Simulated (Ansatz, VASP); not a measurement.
**Cross-check of TaN between VASP and Ansatz**

Wanted: the spread between two codes on one cell, functional and k mesh. The cell is taken from a series of runs on this material, whose earlier steps may have relaxed, scaled, displaced or heated it; both programs get it as it stands.

Method: plane waves, with VASP 6.6.1 beside it; single point at PBEsol, in Ansatz 0.2.0.

### Step 1. The starting structure

Symmetry: P6/mmm, No. 191, hexagonal system. The conventional cell has a = 5.191 Å, b = 5.191 Å, c = 2.908 Å, α = 90.00°, β = 90.00°, γ = 120.00°. Nearest to N lie 6 Ta at 2.09 to 2.60 Å. Ta has 6 N at 2.60 Å nearest. Nearest to Ta lie 6 N at 2.09 Å. Farther neighbours and most contacts between anions are not listed.

Coordinates:

```cif
data_structure
_symmetry_space_group_name_H-M 'P 1'
_symmetry_Int_Tables_number 1
_cell_length_a 5.1910
_cell_length_b 5.1910
_cell_length_c 2.9080
_cell_angle_alpha 90.000
_cell_angle_beta 90.000
_cell_angle_gamma 120.000
_cell_volume 67.86
loop_
_atom_site_label
_atom_site_type_symbol
_atom_site_fract_x
_atom_site_fract_y
_atom_site_fract_z
_atom_site_occupancy
N1 N 0.50000 0.00000 0.00000 1
N2 N 0.50000 0.50000 0.00000 1
N3 N 0.00000 0.50000 0.00000 1
Ta4 Ta 0.00000 0.00000 0.00000 1
Ta5 Ta 0.33333 0.66667 0.50000 1
Ta6 Ta 0.66667 0.33333 0.50000 1
```

### Step 2. VASP: single point, PBEsol

With cell and atoms fixed, the geometry can't cause a difference; cores, projectors, grids and the points listed under the comparison can.

Lines of VASP's logs that name or quote its potential files are left out, and so is its time.

Contents of INCAR:

```
SYSTEM = TaN
PREC = Accurate
ENCUT = 600
EDIFF = 1E-06
NELM = 120
ISMEAR = 0
SIGMA = 0.1
LREAL = .FALSE.
ALGO = Normal
GGA = PS
NBANDS = 30
LASPH = .TRUE.
LORBIT = 11
LWAVE = .FALSE.
LCHARG = .FALSE.
ISIF = 2
GGA_COMPAT = .FALSE.
KPAR = 2
```

Contents of POSCAR:

```
TaN
1.0
    5.1910000000      0.0000000000      0.0000000000
   -2.5955000000      4.4955378710      0.0000000000
    0.0000000000      0.0000000000      2.9080000000
N Ta
3 3
Direct
    0.5000000000      0.0000000000      0.0000000000
    0.5000000000      0.5000000000      0.0000000000
    0.0000000000      0.5000000000      0.0000000000
    0.0000000000      0.0000000000      0.0000000000
    0.3333333333      0.6666666667      0.5000000000
    0.6666666667      0.3333333333      0.5000000000
```

Contents of KPOINTS:

```
Automatic mesh
0
Gamma
6 6 6
0 0 0
```

The projector-augmented-wave data sets are N and Ta_pv (PBE family, release 64).

Run with:

```
> mpirun -np 2 vasp_std
```

Numbers of over 12 decimals in the logs are rounded to 6 here.

What it wrote:

```text
[banner, memory and clock lines left out]
running    2 mpi-ranks, on    1 nodes
 distrk:  each k-point on    1 cores,    2 groups
 distr:  one band on    1 cores,    1 groups

 POSCAR found type information on POSCAR N Ta
 POSCAR found :  2 types and       6 ions
|                                                                             |
|               ----> ADVICE to this user running VASP <----                  |
|                                                                             |
|     You enforced a specific xc type in the INCAR file but a different       |
|     [... a line on the potential file left out ...]
|     I HOPE YOU KNOW WHAT YOU ARE DOING!                                     |
|                                                                             |

 LDA part: xc-table for (Slater+PW92), standard interpolation
 POSCAR, INCAR and KPOINTS ok, starting setup
 FFT: planning ... GRIDC
 FFT: planning ... GRID_SOFT
 FFT: planning ... GRID
 WAVECAR not read
 entering main loop
       N       E                     dE             d eps       ncg     rms          rms(c)
DAV:   1     0.477136875434E+03    0.47714E+03   -0.28779E+04  1680   0.187E+03
DAV:   2    -0.448309590962E+02   -0.52197E+03   -0.50435E+03  1914   0.515E+02
DAV:   3    -0.780283883340E+02   -0.33197E+02   -0.32565E+02  2136   0.123E+02
DAV:   4    -0.786457074293E+02   -0.61732E+00   -0.60204E+00  2062   0.159E+01
DAV:   5    -0.786616641990E+02   -0.15957E-01   -0.15925E-01  2110   0.198E+00    0.464E+01
DAV:   6    -0.692524761260E+02    0.94092E+01   -0.53301E+01  2172   0.419E+01    0.203E+01
DAV:   7    -0.688518340433E+02    0.40064E+00   -0.46903E+00  2176   0.150E+01    0.114E+01
DAV:   8    -0.687015476362E+02    0.15029E+00   -0.92536E-01  2178   0.542E+00    0.340E+00
DAV:   9    -0.686737005337E+02    0.27847E-01   -0.12009E-01  2130   0.284E+00    0.481E-01
DAV:  10    -0.686728073289E+02    0.89320E-03   -0.22574E-02  2130   0.842E-01    0.210E-01
DAV:  11    -0.686722130752E+02    0.59425E-03   -0.54272E-03  2086   0.447E-01    0.530E-02
DAV:  12    -0.686721768738E+02    0.36201E-04   -0.31037E-04  2152   0.115E-01    0.183E-02
DAV:  13    -0.686721769764E+02   -0.10268E-06   -0.12635E-05  2074   0.230E-02    0.599E-03
DAV:  14    -0.686721769632E+02    0.13251E-07   -0.11583E-06  1342   0.818E-03
   1 F= -.68672177E+02 E0= -.68670163E+02  d E =-.402800E-02
```

Parts of OUTCAR (step 2):

```text
ion  position               nearest neighbor table
   1  0.500  0.000  0.000-   5 2.09   6 2.09   5 2.09   6 2.09   4 2.60   4 2.60
   2  0.500  0.500  0.000-   5 2.09   6 2.09   5 2.09   6 2.09   4 2.60   4 2.60
   3  0.000  0.500  0.000-   5 2.09   6 2.09   5 2.09   6 2.09   4 2.60   4 2.60
   4  0.000  0.000  0.000-   2 2.60   3 2.60   3 2.60   2 2.60   1 2.60   1 2.60   6 3.33   5 3.33
                             6 3.33   5 3.33   6 3.33   6 3.33   5 3.33   5 3.33   6 3.33   5 3.33
   5  0.333  0.667  0.500-   1 2.09   1 2.09   3 2.09   3 2.09   2 2.09   2 2.09   6 3.00   6 3.00
                             6 3.00   4 3.33   4 3.33   4 3.33   4 3.33   4 3.33   4 3.33
   6  0.667  0.333  0.500-   1 2.09   1 2.09   3 2.09   3 2.09   2 2.09   2 2.09   5 3.00   5 3.00
                             5 3.00   4 3.33   4 3.33   4 3.33   4 3.33   4 3.33   4 3.33

  LATTYP: Found a hexagonal cell.
 ALAT       =     5.1910000000
 C/A-ratio  =     0.5602003468

 Subroutine GETGRP returns: Found 24 space group operations
 (whereof 24 operations were pure point group operations)

The static configuration has the point symmetry D_6h.

 Found     28 irreducible k-points:

   k-points           NKPTS =     28   k-points in BZ     NKDIM =     28   number of bands    NBANDS=     30

   dimension x,y,z NGX =    42 NGY =   42 NGZ =   24
   dimension x,y,z NGXF=    84 NGYF=   84 NGZF=   48

   ENCUT  =  600.0 eV  44.10 Ry    6.64 a.u.  10.37 10.37  5.81*2*pi/ulx,y,z

   NELECT =      48.0000    total number of electrons

 k-points in reciprocal lattice and weights: Automatic mesh
   0.00000000  0.00000000  0.00000000       0.005
   0.16666667  0.00000000  0.00000000       0.028
   0.33333333  0.00000000  0.00000000       0.028
   0.50000000 -0.00000000  0.00000000       0.014
   0.16666667  0.16666667  0.00000000       0.028
   0.33333333  0.16666667  0.00000000       0.056
   0.33333333  0.33333333  0.00000000       0.009
   0.00000000  0.00000000  0.16666667       0.009
   0.16666667  0.00000000  0.16666667       0.056
[...]
0.33333333  0.16666667  0.50000000       0.056
   0.33333333  0.33333333  0.50000000       0.009

 average (electrostatic) potential at core
       1 -61.8820       2 -61.8820       3 -61.8820       4 -35.4662       5 -35.6579
       6 -35.6579

 E-fermi :   8.0385

 k-point     1 :       0.0000    0.0000    0.0000
  band No.  band energies     occupation
    ...
     21       5.0443      2.00000
     22       5.5315      2.00000
     23       5.9670      2.00000
     24       6.7536      2.00000
     25       6.7536      2.00000
     26       8.8445      0.00000
     27       8.8445      0.00000
     28       9.2342      0.00000
     29      10.2110      0.00000
     30      10.2110      0.00000

 k-point     2 :       0.1667    0.0000    0.0000
  band No.  band energies     occupation
    ...
     20       4.3075      2.00000
     21       4.5542      2.00000
     22       5.0783      2.00000
     23       6.4351      2.00000
     24       7.0466      2.00000
     25       8.0955      0.41999
     26       9.0187      0.00000
     27       9.2642      0.00000
     28       9.2869      0.00000
     29       9.9267      0.00000
    ...

 k-point     3 :       0.3333    0.0000    0.0000
  band No.  band energies     occupation
    ...
     20       3.8718      2.00000
     21       4.2150      2.00000
     22       5.1228      2.00000
     23       6.5380      2.00000
     24       7.5413      2.00000
     25       8.5385      0.00000
     26       9.4709      0.00000
     27       9.6337      0.00000
     28      10.1693      0.00000
     29      10.8139      0.00000
    ...

  Total        1.2240403      1.2240403      0.2727181      0.0000000      0.0000000      0.0000000
  in kB       28.8987601     28.8987601      6.4386892      0.0000000      0.0000000      0.0000000
  external PRESSURE =      21.4120698 kB  Pullay stress =       0.0000000 kB

  energy-cutoff  :      600.00
  volume of cell :       67.86
      direct lattice vectors                 reciprocal lattice vectors
     5.191000000  0.000000000  0.000000000     0.192641110  0.111221396  0.000000000
    -2.595500000  4.495537871  0.000000000     0.000000000  0.222442793  0.000000000
     0.000000000  0.000000000  2.908000000     0.000000000  0.000000000  0.343878955

 POSITION                                       TOTAL-FORCE (eV/Angst)
 -----------------------------------------------------------------------------------
      2.59550      0.00000      0.00000        -0.000000      0.000000     -0.000000
      1.29775      2.24777      0.00000        -0.000000      0.000000     -0.000000
     -1.29775      2.24777      0.00000        -0.000000      0.000000     -0.000000
      0.00000      0.00000      0.00000        -0.000000      0.000000     -0.000000
     -0.00000      2.99703      1.45400        -0.000000      0.000000      0.000000
      2.59550      1.49851      1.45400         0.000000     -0.000000     -0.000000
 -----------------------------------------------------------------------------------
    total drift:                                0.000000      0.000000     -0.000000

  FREE ENERGIE OF THE ION-ELECTRON SYSTEM (eV)
  ---------------------------------------------------
  free  energy   TOTEN  =       -68.6721769632 eV

  energy  without entropy=      -68.6681489627  energy(sigma->0) =      -68.67016296

 total charge
# of ion       s       p       d       tot
------------------------------------------
    1        1.241   2.538   0.000   3.779
    2        1.241   2.538   0.000   3.779
    3        1.241   2.538   0.000   3.779
    4        0.272   6.118   2.246   8.637
    5        0.323   6.312   2.438   9.073
    6        0.323   6.312   2.438   9.073
--------------------------------------------------
tot          4.642  26.356   7.122  38.120

[... 3 further parts left out ...]
```

The k-mesh is coarse for a metal. The PAW data sets were made with PBE, which is usual practice but a small mismatch for other functionals.

### Step 3. Ansatz: single point, PBEsol

Ansatz runs on its PAW soft_1 files.

The same cell, functional, mesh and smearing now go to Ansatz, which takes its cutoff from its data sets.

Contents of input.yaml:

```yaml
crystal:
  lattice:
    - [5.191, 0.0, 0.0]
    - [-2.5955, 4.495537871, 0.0]
    - [0.0, 0.0, 2.908]
  atoms:
    - { symbol: "N", position: [0.5, 0.0, 0.0] }
    - { symbol: "N", position: [0.5, 0.5, 0.0] }
    - { symbol: "N", position: [0.0, 0.5, 0.0] }
    - { symbol: Ta, position: [0.0, 0.0, 0.0] }
    - { symbol: Ta, position: [0.33333333, 0.66666667, 0.5] }
    - { symbol: Ta, position: [0.66666667, 0.33333333, 0.5] }
kpoints:
  mp_grid: { grid: [6, 6, 6] }
hamiltonian:
  xc: pbesol
  pseudopotentials: { kind: paw, azcp: { folder: soft_1 }, xc_functional: pbe }
scf:
  occupations: { method: gaussian, width: 0.1 }
output:
  forces: true
  stress: true
  eigenvalues: true
```

Run with:

```
> ansatz run input.yaml --threads 8 --pin off --max-ram 16384MiB --backend cpu --events-out ev --progress --plain --runs-dir out
```

What it wrote:

```text
Engine: ansatz 0.2.0, aarch64-unknown-linux-gnu
Pseudopotentials: kind: paw
Pseudopotential: N, paw, valence charge 5, recommended cutoff 420 eV (normal), soft_1/N.paw.azcp
Pseudopotential: Ta, paw, valence charge 13, recommended cutoff 420 eV (normal), soft_1/Ta.paw.azcp
Functional definition: PBEsol
  exchange = pbesol_x
  correlation = pbesol_c
Crystal: 6 atoms, lattice volume = 67.862 Å³
Basis set: ecut = 420 eV, 1287 PW (Γ), exchange–correlation on 72×72×40 points (8 copies of the dense FFT grid, shifted against one another)
Bands: 33, of which v1, the nominal top of the filled ones, is band 27 counted from 1 (26 counted from 0)
Symmetry: 24 space group operations
Space group: P6/mmm (ITA 191), of the structure as read, at distance tolerance 4.1e-5 Å
k-points: 28 of 216
Non-local potential: N, projectors of the file, l = 0: 2, l = 1: 2, l = 2: 1
Non-local potential: Ta, projectors of the file, l = 0: 3, l = 1: 2, l = 2: 2, l = 3: 1
PAW form: soft (Blöchl's): semilocal exchange-correlation on the pseudo side does not see the compensation charge
PAW frozen core: N, regenerated for the run's functional, and the local potential with it (the file was generated under x = pbe(κ = 0.804, μ = 0.219515), c = pbe(β = 0.066725))
PAW frozen core: Ta, regenerated for the run's functional, and the local potential with it (the file was generated under x = pbe(κ = 0.804, μ = 0.219515), c = pbe(β = 0.066725))
PAW one-centre angular grid: N, 110 points (default); XC on 64 Gauss nodes
PAW one-centre angular grid: Ta, 590 points (default); XC on 64 Gauss nodes
Initial density: superposition of atomic densities (chi_scale 0.1, normalization cell, long waves kept (reshape's long-wave potential 0.02 eV rms))
Initial wavefunctions: pseudopotential atomic-orbital guess
Functional: x = pbesol(κ = 0.804, μ = 0.123457), c = pbesol(β = 0.046)
SCF iter   1: F=—  HF=-30563.999316 eV  |F-HF|=—  |Δ(HF+E_count)|=         —  Δρ=7.22e-2  dr2=4.14e0  ethr=3.10e-3  ⟨swp⟩=4.7  Hψ=3655  notcnv=0
preconditioner: auto → Kerker (q_TF=auto, 2.626 Å⁻¹)  [metal: Δε(μ)=0.033 eV  Ē_g=9.578 eV  σ=0.100 eV  W_gap=0.18  n_scr=26 (ndim 8)  ℏωp=24.7 eV  f_vac=0.000  D(μ)=1.75/eV (n_scr^D=6)]
SCF iter   2: F=—  HF=-30563.194161 eV  |F-HF|=—  |Δ(HF+E_count)|=   8.05e-1  Δρ=3.58e-2  dr2=8.18e-1  ethr=3.10e-3  ⟨swp⟩=2.0  Hψ=1628  notcnv=0  defer=37
preconditioner: auto → Resta (q_TF=auto, 2.626 Å⁻¹)  ε∞=8.0  [insulator: Δε(μ)=0.131 eV  Ē_g=9.352 eV  σ=0.100 eV  W_gap=0.60  n_scr=26 (ndim 8)  ℏωp=24.7 eV  f_vac=0.000  D(μ)=0.92/eV (n_scr^D=6)  ε∞_Penn≈8.0]
SCF iter   3: F=—  HF=-30563.017863 eV  |F-HF|=—  |Δ(HF+E_count)|=   1.76e-1  Δρ=1.21e-2  dr2=9.83e-2  ethr=1.51e-3  ⟨swp⟩=2.0  Hψ=1109  notcnv=0  defer=37
SCF iter   4: F=—  HF=-30562.993142 eV  |F-HF|=—  |Δ(HF+E_count)|=   2.47e-2  Δρ=3.55e-3  dr2=1.55e-2  ethr=1.82e-4  ⟨swp⟩=2.4  Hψ=1513  notcnv=0  defer=33
SCF iter   5: F=—  HF=-30562.990044 eV  |F-HF|=—  |Δ(HF+E_count)|=   3.10e-3  Δρ=1.13e-3  dr2=4.85e-4  ethr=2.87e-5  ⟨swp⟩=2.0  Hψ=1051  notcnv=0  defer=33
SCF iter   6: F=—  HF=-30562.989941 eV  |F-HF|=—  |Δ(HF+E_count)|=   1.04e-4  Δρ=1.57e-4  dr2=1.99e-5  ethr=8.98e-7  ⟨swp⟩=2.1  Hψ=1238  notcnv=0  defer=33
SCF iter   7: F=—  HF=-30562.989947 eV  |F-HF|=—  |Δ(HF+E_count)|=   6.69e-6  Δρ=3.61e-5  dr2=7.76e-7  ethr=3.68e-8  ⟨swp⟩=2.0  Hψ=1305  notcnv=0  defer=33
SCF iter   8: F=-30562.989947 eV  HF=-30562.989947 eV  |F-HF|=8.56e-9  |Δ(HF+E_count)|=   1.62e-7  Δρ=4.86e-6  dr2=1.36e-8  ethr=1.85e-10  ⟨swp⟩=10.0  Hψ=3919  notcnv=0
SCF 1 converged in 8 iterations: F = -30562.989947 eV  dr2 = 1.36e-8
  greatest PAW one-centre occupation: 0.999 electrons in one spin orbital (limit 2), on the Ta atom at site 5 (counted from 0), in its partial waves of l = 0
SCF converged after 8 iterations
Free energy (F): -30562.989947 eV
Harris-Foulkes:  -30562.989947 eV  (|F-HF|=8.56e-9)
Internal energy: -30562.985877 eV  (E = F + TS)
E sigma→0 (E₀):  -30562.987912 eV
Entropy (-TS):   -0.004071 eV (-0.678 meV/atom)
Fermi energy:    19.350058 eV
--- Per-component energies (eV) ---
  E_band       = -227.350626
  E_kinetic    = 1568.493286
  E_local      = -2030.865120  (includes V_loc(G=0)·N_el)
  E_nonlocal   = 80.830236
  E_hartree    = 729.200490
  E_xc         = -1135.071564
  E_vxc        = -928.026636  (∫ρ·V_xc dr)
  E_paw        = -24914.190629  (= ΣΔE_a)
  E_vpaw       = -376.185736  (= ΣTr[D̂ρ^β])
  E_aug_tail   = 0.003000  (compensation charges beyond the density's cutoff)
  E_ewald      = -4862.111011
  E_core_change = 0.725435  (= ΣΔE_core)
  E_smearing   = -0.004071  (= −TS)
  E_closure    = 0.000000  (closes the sum)
  Σ components = -30562.989947   (vs F -30562.989947, Δ=0.00e0)
--- Forces (eV/Å), atoms counted from 1 ---
  atom   1  N      0.00000000     0.00000000     0.00000000
  atom   2  N     -0.00000000     0.00000000     0.00000000
  atom   3  N      0.00000000     0.00000000     0.00000000
  atom   4  Ta     0.00000000     0.00000000     0.00000000
  atom   5  Ta    -0.00000000    -0.00000000     0.00000000
  atom   6  Ta    -0.00000000     0.00000000     0.00000000
  max |Σ_I F_I| component: 2.78e-17 eV/Å
--- Stress (GPa, compression-positive) ---
        2.008911       0.000000       0.000000
       -0.000000       2.008911       0.000000
        0.000000       0.000000      -0.617614
  P = ⅓ Tr σ = 1.1334 GPa (11.334 kbar)
--- Band table (eV; the first three rows and the last of 28) ---
  k-point 0: bands = [... 23 lower, 16.3394, 16.8280, 17.2833, 18.0784, 18.0784, 20.1708, 20.1708, 20.5391, ... 2 higher]
  k-point 1: bands = [... 23 lower, 16.3886, 16.9633, 18.4189, 18.6417, 18.6417, 19.6342, 19.6342, 20.8410, ... 2 higher]
  k-point 2: bands = [... 23 lower, 17.2528, 17.6007, 17.6007, 18.6441, 19.6654, 19.6654, 20.9458, 21.8441, ... 2 higher]
  k-point 27: bands = [... 23 lower, 15.6596, 16.8875, 16.8875, 17.5287, 21.9322, 21.9322, 22.0326, 22.0326, ... 2 higher]
```

The run ends at a pressure of 1.13 GPa.

### Step 4. Side by side

Known differences besides the potentials themselves: the data sets hold 54 valence electrons in Ansatz (on its PAW soft_1 files) and 48 in VASP; the cutoff is 420 eV in Ansatz and 600 eV in VASP; Ansatz makes its cores anew for this functional, VASP keeps those of its PBE data sets. Total energies have different zeros and are not compared.

Both answers:

```csv
quantity,Ansatz,VASP,difference
pressure (GPa),1.13,2.14,-1.01
```

### Step 5. Other set-ups

Further runs change the set-up of one program: Ansatz's method, potentials or start, or VASP's data sets, cutoff or form of LDA. The table gives that difference for each run.

```csv
run,pressure (GPa)
as above,-1.0
VASP with the data sets N and Ta_sv_GW,-0.30
```

### Step 6. Results

```
difference in pressure (single point, PBEsol) : -1.0 GPa
```

What this shows: The difference in pressure is -1.0 GPa (single point, PBEsol), at about the 1 GPa picked in this series as the mark of a large difference. The data sets hold unlike numbers of valence electrons (54 in Ansatz and 48 in VASP), so part of the differences comes from the potentials. Single point, PBEsol, VASP with the data sets N and Ta_sv_GW: the difference in pressure goes from -1.0 to -0.30 GPa. Such differences can come from data sets, numerical settings and the points named under the comparisons, not from the functional's error against experiment.

[Lines on the potential files, build, host, timing and source positions are cut from VASP's logs without a mark.]

[Logs are printed without paths, hosts, clocks, repeated set-up lines and the standing remarks that a program may print on its own settings, such as how far it seeks lower states.]

[Hosts, paths, dates, database ids (printed as entryN), source tags and the programs' standing remarks are cut or masked in the printed files.]
